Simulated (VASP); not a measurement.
# SiB (P-6m2) in VASP: density of states with PBE

Aim: the density of states of SiB with PBE.

Program: VASP 6.6.1. These are calculated values, not measurements. Logs are shortened: lines on timing, memory, paths and dates and some standing lists are left out, and cuts for length are marked.

## 1. Starting point

The structure is hexagonal, space group P-6m2 (No. 187). Conventional cell: a = 3.198 Å, b = 3.198 Å, c = 5.853 Å, α = 90.00°, β = 90.00°, γ = 120.00°. Si (site symmetry 3m) is surrounded by 3 B at 2.06 Å and 1 Si at 2.37 Å. Around B (site symmetry 3m) lie 1 B at 1.64 Å.

The cell was built by a generator and needn't be a form met in nature.

## 2. Density of states, PBE

File POSCAR:

```
SiB                                     
1.0
    3.1984505071      0.0000000000      0.0000000000
   -1.5992252536      2.7699393901      0.0000000000
    0.0000000000      0.0000000000      5.8527200821
  Si              B             
     2     2
Direct
     0.0000000000000000    0.0000000000000000    0.7027120439598065
     0.0000000000000000    0.0000000000000000    0.2972879560401935
     0.6666666699999979    0.3333333300000021    0.8600372609793254
     0.6666666699999979    0.3333333300000021    0.1399627390206746
```

File INCAR.step1:

```
SYSTEM = SiB
PREC = Accurate
ENCUT = 520
EDIFF = 1E-7
ISMEAR = 0
SIGMA = 0.1
LREAL = .FALSE.
LASPH = .TRUE.
NELM = 100
ALGO = Normal
ISIF = 2
LWAVE = .FALSE.
LCHARG = .TRUE.
GGA = PE
NBANDS = 15
KPAR = 2
```

File KPOINTS.step1:

```
Automatic mesh
0
G
  12 12 6
  0 0 0
```

File INCAR.step2:

```
SYSTEM = SiB
PREC = Accurate
ENCUT = 520
EDIFF = 1E-7
ISMEAR = -5
SIGMA = 0.1
LREAL = .FALSE.
LASPH = .TRUE.
NELM = 100
ALGO = Normal
ISIF = 2
LWAVE = .FALSE.
LCHARG = .FALSE.
GGA = PE
LORBIT = 11
NBANDS = 15
KPAR = 2
NEDOS = 2001
ICHARG = 11
```

File KPOINTS.step2:

```
Automatic mesh
0
G
  18 18 9
  0 0 0
```

Potentials or basis: VASP PAW PBE potentials, release 64 (Si, B).

The run is started by

```console
$ cat potpaw_PBE.64/Si/POTCAR potpaw_PBE.64/B/POTCAR > POTCAR
$ cp INCAR.step1 INCAR
$ cp KPOINTS.step1 KPOINTS
$ mpirun -np 2 vasp_std > vasp.out
$ cp INCAR.step2 INCAR
$ cp KPOINTS.step2 KPOINTS
$ mpirun -np 2 vasp_std > vasp.out
```

OUTCAR:

```text
SYSTEM = SiB
   PREC = Accurate
   ENCUT = 520
   EDIFF = 1E-7
   ISMEAR = -5
   LREAL = .FALSE.
   LASPH = .TRUE.
   NELM = 100
   ISIF = 2
   GGA = PE
   LORBIT = 11
   ICHARG = 11

 ion  position               nearest neighbor table
   1  0.000  0.000  0.703-   3 2.06   3 2.06   3 2.06   2 2.37
   2  0.000  0.000  0.297-   4 2.06   4 2.06   4 2.06   1 2.37
   3  0.667  0.333  0.860-   4 1.64   1 2.06   1 2.06   1 2.06
   4  0.667  0.333  0.140-   3 1.64   2 2.06   2 2.06   2 2.06

  LATTYP: Found a hexagonal cell.
 ALAT       =     3.1984505071
 C/A-ratio  =     1.8298610746

  Lattice vectors:

 A1 = (   3.1984505071,   0.0000000000,   0.0000000000)
 A2 = (  -1.5992252536,   2.7699393901,   0.0000000000)
 A3 = (   0.0000000000,   0.0000000000,   5.8527200821)

Analysis of symmetry for initial positions (statically):
=====================================================================
 Subroutine PRICEL returns:
 Original cell was already a primitive cell.

 Routine SETGRP: Setting up the symmetry group for a
 hexagonal supercell.

 Subroutine GETGRP returns: Found 12 space group operations
 (whereof 12 operations were pure point group operations)
 out of a pool of 24 trial point group operations.

The static configuration has the point symmetry D_3h.

Analysis of symmetry for dynamics (positions and initial velocities):
=====================================================================
 Subroutine PRICEL returns:
 Original cell was already a primitive cell.

 Routine SETGRP: Setting up the symmetry group for a
 hexagonal supercell.

 Subroutine GETGRP returns: Found 12 space group operations
 (whereof 12 operations were pure point group operations)
 out of a pool of 24 trial point group operations.

The dynamic configuration has the point symmetry D_3h.

 Subroutine INISYM returns: Found 12 space group operations
 (whereof 12 operations are pure point group operations),
 and found     1 'primitive' translations

----------------------------------------------------------------------------------------

                                     Primitive cell

  volume of cell :      51.8523

  direct lattice vectors                    reciprocal lattice vectors
     3.198450507  0.000000000  0.000000000     0.312651391  0.180509365  0.000000000
    -1.599225254  2.769939390  0.000000000     0.000000000  0.361018730  0.000000000
     0.000000000  0.000000000  5.852720082     0.000000000  0.000000000  0.170860726

  length of vectors
     3.198450507  3.198450506  5.852720082     0.361018730  0.361018730  0.170860726

  position of ions in fractional coordinates (direct lattice)
     0.000000000  0.000000000  0.702712044
     0.000000000  0.000000000  0.297287956
     0.666666670  0.333333330  0.860037261
     0.666666670  0.333333330  0.139962739

  ion indices of the primitive-cell ions
   primitive index   ion index
                 1           1
                 2           2
                 3           3
                 4           4

----------------------------------------------------------------------------------------

 KPOINTS: Automatic mesh

Automatic generation of k-mesh.
 Grid dimensions read from file:
 generate k-points for:   18   18    9

 Generating k-lattice:

  Cartesian coordinates                     Fractional coordinates (reciprocal lattice)
     0.017369522  0.010028298  0.000000000     0.055555556 -0.000000000  0.000000000
     0.000000000  0.020056596  0.000000000     0.000000000  0.055555556  0.000000000
     0.000000000  0.000000000  0.018984525     0.000000000  0.000000000  0.111111111

  Length of vectors
     0.020056596  0.020056596  0.018984525

  Shift w.r.t. Gamma in fractional coordinates (k-lattice)
     0.000000000  0.000000000  0.000000000

 TETIRR: Found   2805 inequivalent tetrahedra from    17496

 Subroutine IBZKPT returns following result:
 ===========================================

 Found    185 irreducible k-points:

 Following reciprocal coordinates:
            Coordinates               Weight
  0.000000  0.000000  0.000000      1.000000
  0.055556  0.000000  0.000000      6.000000
  0.111111  0.000000  0.000000      6.000000
  0.166667  0.000000  0.000000      6.000000
  0.222222  0.000000  0.000000      6.000000
  0.277778  0.000000  0.000000      6.000000
[... 16 lines left out ...]
  0.333333  0.111111  0.000000     12.000000
  0.388889  0.111111  0.000000     12.000000
 [... further k-points ...]
   k-points           NKPTS =    185   k-points in BZ     NKDIM =    185   number of bands    NBANDS=     15
   number of dos      NEDOS =   2001   number of ions     NIONS =      4
   total plane-waves  NPLWV =  27648
   dimension x,y,z NGX =    24 NGY =   24 NGZ =   48
   dimension x,y,z NGXF=    48 NGYF=   48 NGZF=   96
   ions per type =               2   2
   NGX,Y,Z   is equivalent  to a cutoff of  12.47, 12.47, 13.63 a.u.
   NGXF,Y,Z  is equivalent  to a cutoff of  24.95, 24.95, 27.27 a.u.
 SYSTEM =  SiB
   PREC   = accura    normal or accurate (medium, high low for compatibility)
   ISTART =      0    job   : 0-new  1-cont  2-samecut
   ICHARG =     11    charge: 1-file 2-atom 10-const
   ISPIN  =      1    spin polarized calculation?
   LNONCOLLINEAR =      F non collinear calculations
   LSORBIT =      F    spin-orbit coupling
   LASPH  =      T    aspherical Exc in radial PAW
   ENCUT  =  520.0 eV  38.22 Ry    6.18 a.u.   5.95  5.95 10.88*2*pi/ulx,y,z
   NELM   =    100;   NELMIN=  2; NELMDL=  0     # of ELM steps
   EDIFF  = 0.1E-06   stopping-criterion for ELM
   LREAL  =      F    real-space projection
   EDIFFG = 0.1E-05   stopping-criterion for IOM
   NSW    =      0    number of steps for IOM
   IBRION =     -1    ionic relax: 0-MD 1-quasi-New 2-CG
   NFREE  =      0    steps in history (QN), initial steepest desc. (CG)
   ISIF   =      2    stress and relaxation
   ISYM   =      2    0-nonsym 1-usesym 2-fastsym
   POTIM  = 0.5000    time-step for ionic-motion
   TEBEG  =    0.0;   TEEND  =   0.0 temperature during run
   PSTRESS=    0.0 pullay stress
   NELECT =      14.0000    total number of electrons
   NUPDOWN=      -1.0000    fix difference up-down
   EMIN   =  10.00;   EMAX   =-10.00  energy-range for DOS
   EFERMI =   0.00;   METHOD = LEGACY
   ISMEAR =    -5;   SIGMA  =   0.10  broadening in eV -4-tet -1-fermi 0-gaus
   EFERMI_NEDOS =   21; number of points for ismear=-14 and -15
   IALGO  =     38    algorithm
   IMIX   =      4    mixing-type and parameters
     AMIX     =   0.40;   BMIX     =  1.00
     AMIX_MAG =   1.60;   BMIX_MAG =  1.00
  volume/ion in A,a.u.               =      12.96        87.48
  Fermi-wavevector in a.u.,A,eV,Ry     =   1.058104  1.999526 15.232862  1.119584
  Thomas-Fermi vector in A             =   2.193401
   LORBIT       =     11    0 simple, 1 ext, 2 COOP (PROOUT), +10 PAW based schemes
   GGA     = PE    functional components
   LHFCALC =     F    Hartree Fock is set to
   AEXX    =    0.0000 exact exchange contribution
   IVDW    =     0    specifies the selected vdW correction
   LEPSILON=     F    determine dielectric tensor
   LRPA    =     F    only Hartree local field effects (RPA)
 non-spin polarized calculation
 Fermi weights with tetrahedron method with Bloechl corrections
  energy-cutoff  :      520.00
  volume of cell :       51.85
 maximum number of plane-waves:      1414
 NGX is ok and might be reduce to    24

 number of electron      13.9999999 magnetization

 Free energy of the ion-electron system (eV)
  ---------------------------------------------------
  ext. energy  EPLUGINS =         0.00000000
  ---------------------------------------------------
  free energy    TOTEN  =       -22.77169226 eV

  energy without entropy =      -22.77169226  energy(sigma->0) =      -22.77169226

 E-fermi :   5.6198     XC(G=0): -10.4227

 val. band max:        5.6937106036   @ k =   0.0556   0.0556   0.0000
 cond. band min:       5.6175896840   @ k =   0.1667   0.1111   0.0000
 fundamental gap:     -0.0761209196
 Fermi energy:         5.6197818795

 k-point     1 :       0.0000    0.0000    0.0000
  band No.  band energies     occupation
      1      -6.6891      2.00000
      2      -3.8997      2.00000
      3      -1.5828      2.00000
      4       5.8021      0.12556
      5       6.5667      0.00000
      6       6.5667      0.00000
      7       9.0772      0.00000
      8       9.0772      0.00000
      9      10.1693      0.00000
     10      11.3663      0.00000
     11      11.3663      0.00000
     12      12.4543      0.00000
     13      14.1420      0.00000
     14      14.1420      0.00000
     15      14.9928      0.00000
[... 397 lines left out ...]
 k-point    24 :       0.3889    0.1111    0.0000
  band No.  band energies     occupation
      1      -3.4298      2.00000
      2      -1.2640      2.00000
      3      -0.6226      2.00000
      4       1.4917      2.00000
      5       1.6107      2.00000
      6       3.3954      2.00000
      7       3.7813      2.00000
      8       5.9330      0.23741
      9       8.6363      0.00000
     10      11.3337      0.00000
     11      11.4988      0.00000
     12      12.6977      0.00000
     13      13.1271      0.00000
     14      15.6505      0.00000
     15      15.7225      0.00000

 [... further k-points ...]

------------------------ aborting loop because EDIFF is reached ----------------------------------------

  FORCE on cell =-STRESS in cart. coord.  units (eV):
  Direction    XX          YY          ZZ          XY          YZ          ZX
  --------------------------------------------------------------------------------------
  -------------------------------------------------------------------------------------
  Total        0.1012638      0.1012638     -0.1088685     -0.0000000      0.0000000      0.0000000
  in kB        3.1289409      3.1289409     -3.3639166     -0.0000000      0.0000000      0.0000000
  external PRESSURE =       0.9646550 kB  Pullay stress =       0.0000000 kB

 VOLUME and BASIS-vectors are now :
 -----------------------------------------------------------------------------
  energy-cutoff  :      520.00
  volume of cell :       51.85
      direct lattice vectors                 reciprocal lattice vectors
     3.198450507  0.000000000  0.000000000     0.312651391  0.180509365  0.000000000
    -1.599225254  2.769939390  0.000000000     0.000000000  0.361018730  0.000000000
     0.000000000  0.000000000  5.852720082     0.000000000  0.000000000  0.170860726

 POSITION                                       TOTAL-FORCE (eV/Angst)
 -----------------------------------------------------------------------------------
      0.00000      0.00000      4.11278         0.000000     -0.000000     -0.064228
      0.00000      0.00000      1.73994         0.000000     -0.000000      0.064228
      1.59923      0.92331      5.03356        -0.000000      0.000000      0.137979
      1.59923      0.92331      0.81916        -0.000000      0.000000     -0.137979
 -----------------------------------------------------------------------------------
    total drift:                               -0.000050      0.000029      0.000000

  FREE ENERGIE OF THE ION-ELECTRON SYSTEM (eV)
  ---------------------------------------------------
  free  energy   TOTEN  =       -22.7716922610 eV

  energy  without entropy=      -22.7716922610  energy(sigma->0) =      -22.77169226

 total charge

# of ion       s       p       d       tot
------------------------------------------
    1        0.773   0.882   0.000   1.655
    2        0.773   0.882   0.000   1.655
    3        0.729   1.192   0.000   1.921
    4        0.729   1.192   0.000   1.921
--------------------------------------------------
tot          3.004   4.149   0.000   7.153
```

Run time: 25 s. Hardware: 2 MPI ranks of Intel Xeon Platinum 8559C (Emerald Rapids), shared host; peak memory 0.23 GiB.

Results:

- Valence electrons inside the program's atomic spheres: Si 1.66; B 1.92

Levels at points of the mesh, in eV from the Fermi level:
```tsv
k point	band 3	band 4	band 5	band 6	band 7	band 8	band 9	band 10	band 11	band 12
(0.00, 0.00, 0.00)	-7.20	0.18	0.95	0.95	3.46	3.46	4.55	5.75	5.75	6.83
(0.50, 0.00, 0.00)	-5.99	-4.60	-4.04	-2.27	-1.17	1.26	3.13	4.75	5.85	6.18
```

States per cell in windows of 0.5 eV (zero at the Fermi level; states under -8 eV left out):
```
from (eV)  total  B3_p  B4_p  Si1_p  Si2_p  Si1_s  Si2_s
     -8.0   0.40  0.01  0.01   0.01   0.01   0.05   0.05
     -7.5   0.47  0.02  0.02   0.01   0.01   0.05   0.05
     -7.0   0.30  0.01  0.01   0.01   0.01   0.03   0.03
     -6.5   0.55  0.03  0.03   0.02   0.02   0.04   0.04
     -6.0   0.68  0.04  0.04   0.03   0.03   0.05   0.05
     -5.5   0.46  0.03  0.03   0.03   0.03   0.03   0.03
     -5.0   0.43  0.03  0.03   0.03   0.03   0.03   0.03
     -4.5   0.75  0.07  0.07   0.05   0.05   0.03   0.03
     -4.0   0.64  0.06  0.06   0.05   0.05   0.02   0.02
     -3.5   0.58  0.06  0.06   0.05   0.05   0.02   0.02
     -3.0   0.84  0.10  0.10   0.07   0.07   0.02   0.02
     -2.5   0.88  0.12  0.12   0.07   0.07   0.02   0.02
     -2.0   0.91  0.13  0.13   0.08   0.08   0.01   0.01
     -1.5   1.14  0.15  0.15   0.12   0.12   0.01   0.01
     -1.0   1.25  0.17  0.17   0.13   0.13   0.01   0.01
     -0.5   0.76  0.11  0.11   0.08   0.08   0.01   0.01
      0.0   0.56  0.08  0.08   0.06   0.06   0.01   0.01
      0.5   0.52  0.08  0.08   0.06   0.06   0.00   0.00
      1.0   0.35  0.05  0.05   0.04   0.04   0.00   0.00
      1.5   0.22  0.03  0.03   0.03   0.03   0.00   0.00
      2.0   0.23  0.03  0.03   0.02   0.02   0.00   0.00
      2.5   0.44  0.04  0.04   0.02   0.02   0.00   0.00
      3.0   0.62  0.05  0.05   0.02   0.02   0.01   0.01
      3.5   0.42  0.03  0.03   0.01   0.01   0.01   0.01
      4.0   0.44  0.03  0.03   0.02   0.02   0.02   0.02
      4.5   0.76  0.04  0.04   0.04   0.04   0.03   0.03
      5.0   1.01  0.05  0.05   0.06   0.06   0.03   0.03
      5.5   1.03  0.07  0.07   0.06   0.06   0.03   0.03
      6.0   1.16  0.07  0.07   0.09   0.09   0.03   0.03
      6.5   1.17  0.08  0.08   0.09   0.09   0.04   0.04
      7.0   1.08  0.08  0.08   0.07   0.07   0.04   0.04
      7.5   0.78  0.06  0.06   0.05   0.05   0.02   0.02
```

Caveat: tetrahedron occupations give inexact forces and stress in metals.
